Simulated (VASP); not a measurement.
# Cd2TeO (Immm) in VASP: relaxation of cell and atoms with PBE

Aim: the relaxation of cell and atoms of Cd2TeO with PBE.

Everything below comes from runs of VASP 6.6.1. Logs are shortened: lines on timing, memory, paths and dates and some standing lists are left out, and cuts for length are marked.

### 1 The crystal as given

The structure is orthorhombic, space group Immm (No. 71). The conventional cell has a = 4.866 Å, b = 5.873 Å, c = 7.100 Å, α = 90.00°, β = 90.00°, γ = 90.00°. Cd (site symmetry mmm) is surrounded by 2 O at 2.43 Å. Cd (site symmetry mmm) is surrounded by 2 Te at 2.43 Å. Te (site symmetry mmm) has 2 Cd at 2.43 Å as nearest neighbours. O (site symmetry mmm) has 2 Cd at 2.43 Å as nearest neighbours.

The cell was built by a generator and needn't be a form met in nature.

### 2 Relaxation of cell and atoms, PBE

INCAR reads:

```
PREC = Normal
ENCUT = 520
EDIFF = 1E-4
ISMEAR = 0
SIGMA = 0.15
LREAL = F
LASPH = T
NELM = 60
ALGO = Fast
ISIF = 3
LWAVE = F
LCHARG = F
GGA = PE
IBRION = 2
NSW = 24
EDIFFG = -0.08
```

KPOINTS reads:

```
Automatic mesh
0
Gamma
  4 4 4
```

POSCAR reads:

```
Cd2TeO
1.0
   -2.4327957900      2.9362620000      3.5500462600
    2.4327957900     -2.9362620000      3.5500462600
    2.4327957900      2.9362620000     -3.5500462600
Cd Te O
2 1 1
Direct
    0.0000000000      0.5000000000      0.5000000000
    0.5000000000      0.5000000000      0.0000000000
    0.5000000000      0.0000000000      0.5000000000
    0.0000000000      0.0000000000      0.0000000000
```

Potentials or basis: VASP PAW PBE potentials, release 64 (Cd, Te, O).

Run with:

```sh
> cat potpaw_PBE.64/Cd/POTCAR potpaw_PBE.64/Te/POTCAR potpaw_PBE.64/O/POTCAR > POTCAR
> mpirun -np 1 vasp_std > vasp.out
```

OUTCAR:

```text
PREC = Normal
   ENCUT = 520
   EDIFF = 1E-4
   ISMEAR = 0
   LREAL = F
   LASPH = T
   NELM = 60
   ISIF = 3
   GGA = PE
   IBRION = 2
   NSW = 24
   EDIFFG = -0.08

 ion  position               nearest neighbor table
   1  0.000  0.500  0.500-   4 2.43   4 2.43   2 2.94   2 2.94   3 3.55   3 3.55
   2  0.500  0.500  0.000-   3 2.43   3 2.43   1 2.94   1 2.94
   3  0.500  0.000  0.500-   2 2.43   2 2.43   1 3.55   1 3.55
   4  0.000  0.000  0.000-   1 2.43   1 2.43

  LATTYP: Found a body centered orthorhombic cell.
 ALAT       =     4.8655915800
 B/A-ratio  =     1.2069496388
 C/A-ratio  =     1.4592454799

  Lattice vectors:

 A1 = (  -2.4327957900,   2.9362620000,   3.5500462600)
 A2 = (   2.4327957900,  -2.9362620000,   3.5500462600)
 A3 = (   2.4327957900,   2.9362620000,  -3.5500462600)

Analysis of symmetry for initial positions (statically):
=====================================================================
 Subroutine PRICEL returns:
 Original cell was already a primitive cell.

 Routine SETGRP: Setting up the symmetry group for a
 body centered orthorhombic supercell.

 Subroutine GETGRP returns: Found  8 space group operations
 (whereof  8 operations were pure point group operations)
 out of a pool of  8 trial point group operations.

The static configuration has the point symmetry D_2h.

Analysis of symmetry for dynamics (positions and initial velocities):
=====================================================================
 Subroutine PRICEL returns:
 Original cell was already a primitive cell.

 Routine SETGRP: Setting up the symmetry group for a
 body centered orthorhombic supercell.

 Subroutine GETGRP returns: Found  8 space group operations
 (whereof  8 operations were pure point group operations)
 out of a pool of  8 trial point group operations.

The dynamic configuration has the point symmetry D_2h.

 Subroutine INISYM returns: Found  8 space group operations
 (whereof  8 operations are pure point group operations),
 and found     1 'primitive' translations

----------------------------------------------------------------------------------------

                                     Primitive cell

  volume of cell :     101.4365

  direct lattice vectors                    reciprocal lattice vectors
    -2.432795790  2.936262000  3.550046260     0.000000000  0.170284532  0.140843235
     2.432795790 -2.936262000  3.550046260     0.205524854  0.000000000  0.140843235
     2.432795790  2.936262000 -3.550046260     0.205524854  0.170284532  0.000000000
[... 99 lines left out ...]
   IMIX   =      4    mixing-type and parameters
     AMIX     =   0.40;   BMIX     =  1.00
     AMIX_MAG =   1.60;   BMIX_MAG =  1.00
  volume/ion in A,a.u.               =      25.36       171.13
  Fermi-wavevector in a.u.,A,eV,Ry     =   1.159073  2.190331 18.278754  1.343451
  Thomas-Fermi vector in A             =   2.295669
   LORBIT       =      0    0 simple, 1 ext, 2 COOP (PROOUT), +10 PAW based schemes
   GGA     = PE    functional components
   LHFCALC =     F    Hartree Fock is set to
   AEXX    =    0.0000 exact exchange contribution
   IVDW    =     0    specifies the selected vdW correction
   LEPSILON=     F    determine dielectric tensor
   LRPA    =     F    only Hartree local field effects (RPA)
 conjugate gradient relaxation of ions
 non-spin polarized calculation
 RMM-DIIS sequential band-by-band and
 Gauss-broadening in eV      SIGMA  =   0.15
  energy-cutoff  :      520.00
  volume of cell :      101.44
 maximum number of plane-waves:      2756
   NGX = 19   NGY = 19   NGZ = 19

--------------------------------------- Ionic step        1  -------------------------------------------

 number of electron      36.0000033 magnetization

 Free energy of the ion-electron system (eV)
  ---------------------------------------------------
  ext. energy  EPLUGINS =         0.00000000
  ---------------------------------------------------
  free energy    TOTEN  =        -8.22992418 eV

  energy without entropy =       -8.20290699  energy(sigma->0) =       -8.21641559

------------------------ aborting loop because EDIFF is reached ----------------------------------------

  FORCE on cell =-STRESS in cart. coord.  units (eV):
  Direction    XX          YY          ZZ          XY          YZ          ZX
  --------------------------------------------------------------------------------------
  -------------------------------------------------------------------------------------
  Total        9.9942686     -0.4828400     -2.1657269      0.0000000      0.0000000      0.0000000
  in kB      157.8581962     -7.6263957    -34.2073802      0.0000000      0.0000000      0.0000000
  external PRESSURE =      38.6748067 kB  Pullay stress =       0.0000000 kB
[... 95 lines left out ...]
  FREE ENERGIE OF THE ION-ELECTRON SYSTEM (eV)
  ---------------------------------------------------
  free  energy   TOTEN  =        -8.6939855479 eV

  energy  without entropy=       -8.6699997617  energy(sigma->0) =       -8.68199265

 E-fermi :   3.4127     XC(G=0):  -9.9940

 val. band max:        3.3840438769   @ k =   0.0000   0.2500   0.0000
 cond. band min:       3.4396723426   @ k =   0.2500  -0.2500   0.2500
 fundamental gap:      0.0556284657
 Fermi energy:         3.4127304167

 k-point     1 :       0.0000    0.0000    0.0000
  band No.  band energies     occupation
      1     -13.0509      2.00000
      2      -8.4782      2.00000
      3      -6.5871      2.00000
      4      -5.8910      2.00000
      5      -5.8830      2.00000
      6      -5.4110      2.00000
[... 439 lines left out ...]
     21       6.9709      0.00000
     22       9.6913      0.00000

[... ionic steps 4 to 14 ...]

--------------------------------------- Ionic step       15  -------------------------------------------

 number of electron      36.0000002 magnetization

------------------------ aborting loop because EDIFF is reached ----------------------------------------
[... 71 lines left out ...]
--------------------------------------- Ionic step       17  -------------------------------------------

 number of electron      36.0000001 magnetization

 Free energy of the ion-electron system (eV)
  ---------------------------------------------------
  ext. energy  EPLUGINS =         0.00000000
  ---------------------------------------------------
  free energy    TOTEN  =        -9.35347641 eV

  energy without entropy =       -9.33479488  energy(sigma->0) =       -9.34413564

 E-fermi :   3.5686     XC(G=0): -10.0666

 val. band max:        3.5649007234   @ k =   0.0000   0.2500   0.0000
 cond. band min:       3.5987446574   @ k =   0.2500  -0.2500   0.2500
 fundamental gap:      0.0338439340
 Fermi energy:         3.5686391031

 k-point     1 :       0.0000    0.0000    0.0000
  band No.  band energies     occupation
      1     -12.9645      2.00000
      2      -8.4203      2.00000
      3      -6.4912      2.00000
      4      -5.7920      2.00000
      5      -5.7821      2.00000
      6      -5.3110      2.00000
[... 470 lines left out ...]
  FREE ENERGIE OF THE ION-ELECTRON SYSTEM (eV)
  ---------------------------------------------------
  free  energy   TOTEN  =        -9.3534764052 eV

  energy  without entropy=       -9.3347948811  energy(sigma->0) =       -9.34413564

 reached required accuracy - stopping structural energy minimisation
```

It took 6.4 min on 1 thread of Intel Xeon Platinum 8259CL at 2.50GHz (Skylake/Cascade Lake), shared host; peak memory 0.2 GiB.

Results:

* Free energy: -9.3535 eV
* Relaxed volume: 22.06 Å³/atom
* Relaxed cell: a = 4.861 Å, b = 4.861 Å, c = 4.861 Å, α = 108.52°, β = 112.41°, γ = 107.52°
* Space group after relaxing (to 0.05 Å): Immm (No. 71)
* Energy gained by relaxing: 280.9 meV/atom
* Ionic steps: 17
* Pressure after relaxing: 0.0 GPa
* Band gap on the k mesh: none (metal or under the smearing width)

Stress tensor (GPa, compression positive):
```
 0.02  0.00  0.00
 0.00 -0.01  0.00
 0.00  0.00 -0.13
```

The path:
```csv
step,energy change (eV),largest force (eV/Å),pressure (GPa),volume (Å³)
1,0.0000,0.0000,3.87,101.44
2,-0.4609,0.0000,-4.39,110.05
3,-0.4641,0.0000,-3.83,108.98
4,-0.7608,0.0000,-3.16,101.18
5,-0.3815,0.0000,12.95,78.56
6,-0.9353,0.0000,-1.85,95.30
7,-0.9858,0.0000,1.92,88.08
8,-0.9981,0.0000,0.06,90.76
9,-0.9993,0.0000,0.47,90.16
10,-1.0961,0.0000,1.30,86.89
11,-1.0966,0.0000,1.29,86.69
12,-1.1198,0.0000,-0.70,89.56
13,-1.1213,0.0000,-0.41,88.97
14,-1.1213,0.0000,-0.40,89.01
15,-1.1209,0.0000,-0.64,89.29
16,-1.1213,0.0000,-0.55,89.07
17,-1.1236,0.0000,-0.04,88.24
```

Final structure:
```
Cd Te O
1.0
    -2.83920    2.70375    2.87374
     2.83920   -2.70375    2.87374
     2.83920    2.70375   -2.87374
Cd Te O
2 1 1
Direct
  0.00000 0.50000 0.50000
  0.50000 0.50000 0.00000
  0.50000 0.00000 0.50000
  0.00000 0.00000 0.00000
```

Caveat: the k mesh is coarse (spacing up to 0.42 Å⁻¹), so the values aren't converged; the relaxation stopped at a loose force limit of 0.08 eV/Å, so its end isn't a converged minimum.
